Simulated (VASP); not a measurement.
OSZICAR of a VASP run on Be₄S₃Se (ordered alloy cell):

OSZICAR:
```
       N       E                     dE             d eps       ncg     rms          rms(c)
DAV:   1     0.121446507762E+03    0.12145E+03   -0.11775E+04  2898   0.107E+03
DAV:   2    -0.317638814802E+02   -0.15321E+03   -0.14621E+03  4184   0.205E+02
DAV:   3    -0.415596967657E+02   -0.97958E+01   -0.97433E+01  3601   0.575E+01
DAV:   4    -0.417468748157E+02   -0.18718E+00   -0.18686E+00  3845   0.967E+00
DAV:   5    -0.417506938436E+02   -0.38190E-02   -0.38177E-02  3598   0.127E+00    0.987E+00
DAV:   6    -0.412189337509E+02    0.53176E+00   -0.44224E-01  3568   0.319E+00    0.641E+00
DAV:   7    -0.410343211156E+02    0.18461E+00   -0.52418E-01  3438   0.365E+00    0.113E+00
DAV:   8    -0.410325690960E+02    0.17520E-02   -0.33450E-02  3605   0.106E+00    0.361E-01
DAV:   9    -0.410326147491E+02   -0.45653E-04   -0.35535E-03  3528   0.353E-01    0.945E-02
DAV:  10    -0.410326288937E+02   -0.14145E-04   -0.13499E-04  3578   0.858E-02    0.535E-02
DAV:  11    -0.410326632820E+02   -0.34388E-04   -0.85255E-05  3551   0.510E-02    0.216E-02
DAV:  12    -0.410326749684E+02   -0.11686E-04   -0.12855E-05  3576   0.245E-02    0.118E-02
DAV:  13    -0.410326772717E+02   -0.23034E-05   -0.35959E-06  3563   0.122E-02    0.455E-03
DAV:  14    -0.410326772304E+02    0.41334E-07   -0.23495E-07  2483   0.297E-03
   1 F= -.41032677E+02 E0= -.41032677E+02  d E =0.000000E+00
```

Q: Which electronic solver shows in the log?

A: It is blocked Davidson (ALGO = Normal, or the opening steps of other solvers). The INCAR had ALGO = Normal.

Q: Can the final energy be trusted as converged?

A: The calculation finished and met its thresholds. It stopped with EDIFF = 1E-7, NELM = 100 (PBEsol GGA, plane waves, VASP's PBE PAW potentials (set 64)).

The structure was generated: Be4S3Se was put into an ordered model structure (Amm2), which need not be its known phase. It was relaxed first.
